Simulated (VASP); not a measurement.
CoSi, 8 atoms in the cell. Symmetry: P2_13, No. 198, cubic system. The conventional cell has a = 4.429 Å, b = 4.429 Å, c = 4.429 Å, α = 90.00°, β = 90.00°, γ = 90.00°. Co (site symmetry 3) is surrounded by 7 Si at 2.32 to 2.43 Å. Si (site symmetry 3) has 7 Co at 2.32 to 2.43 Å as nearest neighbours. 

* Program: VASP 6.6.1
* Task: phonons
* Functional: PBE
* Potentials or basis: VASP PAW PBE potentials, release 64 (Co, Si)
* Cutoff: 600 eV
* k mesh: 12 × 12 × 12
* Occupations: methfessel-paxton, width 0.2 eV
* Spin: no spin polarisation
* By perturbation theory: no
* Further INCAR settings: ALGO = Fast; EDIFF = 1e-08; IBRION = 6; POTIM = 0.015; NSW = 1

Potentials or basis: VASP PAW PBE potentials, release 64 (Co, Si).

The run is started by

```sh
$ cat potpaw_PBE.64/Co/POTCAR potpaw_PBE.64/Si/POTCAR > POTCAR
$ cp INCAR.step1 INCAR
$ mpirun -np 4 vasp_std > vasp.out
$ cp CONTCAR POSCAR
$ cp INCAR.step2 INCAR
$ mpirun -np 4 vasp_std > vasp.out
```

Hardware: 4 MPI ranks on Intel(R) Xeon(R) Platinum 8259CL CPU @ 2.50GHz (Skylake/Cascade Lake), on a shared host.

How long does it take, and how much memory?

Run time: 38 min on 4 MPI ranks on Intel(R) Xeon(R) Platinum 8259CL CPU @ 2.50GHz (Skylake/Cascade Lake) (shared host), peak memory 3.3 GiB a rank. Counts: scf iterations 82, k points 119, ion steps 3.
